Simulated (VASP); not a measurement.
## CsSnI3 (space group Pm-3m): computed properties

Level of theory: SCAN meta-GGA, VASP's PBE PAW potentials (set 64) (plane waves; VASP 6.6.1).

```
Property                                                                                                            Result
-----------------------------------------------  -------------------------------------------------------------------------
space group                                                                                                    Pm-3m (221)
cell                                             a = 6.221 Å, b = 6.221 Å, c = 6.221 Å, α = 90.00°, β = 90.00°, γ = 90.00°
volume per atom                                                                                              48.15 Å³/atom
band gap (over mesh and band path)                                                                                 0.43 eV
smallest direct gap (over mesh and band path)                                                                      0.43 eV
band-edge character without spin-orbit coupling                                                             direct, R to R
band gap with spin-orbit coupling                                                                                  0.02 eV
density                                                                                                         4.36 g/cm³
```

```yaml
crystal:
  lattice:
    - [6.22095, 0.00000, 0.00000]
    - [0.00000, 6.22095, 0.00000]
    - [0.00000, 0.00000, 6.22095]
  atoms:
    - { symbol: Cs, position: [0.00000, 0.00000, 0.00000] }
    - { symbol: I, position: [0.00000, 0.50000, 0.50000] }
    - { symbol: I, position: [0.50000, 0.00000, 0.50000] }
    - { symbol: I, position: [0.50000, 0.50000, 0.00000] }
    - { symbol: Sn, position: [0.50000, 0.50000, 0.50000] }
```

Unless said otherwise, spin-orbit coupling is left out, though it shifts the bands of the heavy elements here.

The structure comes from a measured CsSnI3 entry (Pm-3m) of the Crystallography Open Database, whose conditions weren't checked. It was relaxed first. Symmetry was kept, so distortions that lower it aren't found.
